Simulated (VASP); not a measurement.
These are PBE GGA, VASP's PBE PAW potentials (set 64) (plane waves; VASP 6.6.1) values and carry that method's errors.

The input files of a VASP run:

POSCAR:
```
TiC
1.0
  0.0000000000   2.1992450000   2.1808930000
  2.2162630000   0.0000000000   2.1808930000
  2.2162630000   2.1992450000   0.0000000000
Ti C
1 1
direct
  0.0000000000   0.0000000000   0.0000000000
  0.4780250000   0.5219750000   0.5219750000
```

KPOINTS:
```
K-points
0
Gamma
 13 13 13
0 0 0
```

INCAR:
```
SYSTEM = TiC
PREC = Accurate; ENCUT = 520; LREAL = .FALSE.
LASPH = .TRUE.
EDIFF = 1E-8; NELM = 100; ALGO = Normal
LMAXMIX = 4
ISMEAR = 1; SIGMA = 0.1
GGA = PE
ISIF = 2
LWAVE = .FALSE.; LCHARG = .FALSE.
```

POTCAR, in this order: Ti_sv C (PBE.64 set). Program: vasp_std.

What will the output report for the number of irreducible k-points (NKPTS), number of bands (NBANDS), largest plane-wave count, number of space-group operations, FFT grid (NGX, NGY, NGZ)?

```json
{
 "number of irreducible k-points (NKPTS)": "343",
 "number of bands (NBANDS)": "12",
 "largest_plane_wave_count": "584",
 "number_of_space_group_operations": "4",
 "FFT grid (NGX, NGY, NGZ)": "24 × 24 × 24"
}
```

The compound is TiC in the rock salt structure. The cell was not relaxed at this level, atoms are displaced from their ideal sites. The run is one of a series of settings (EDIFF = 1E-8 against the base run), some of them coarse on purpose.
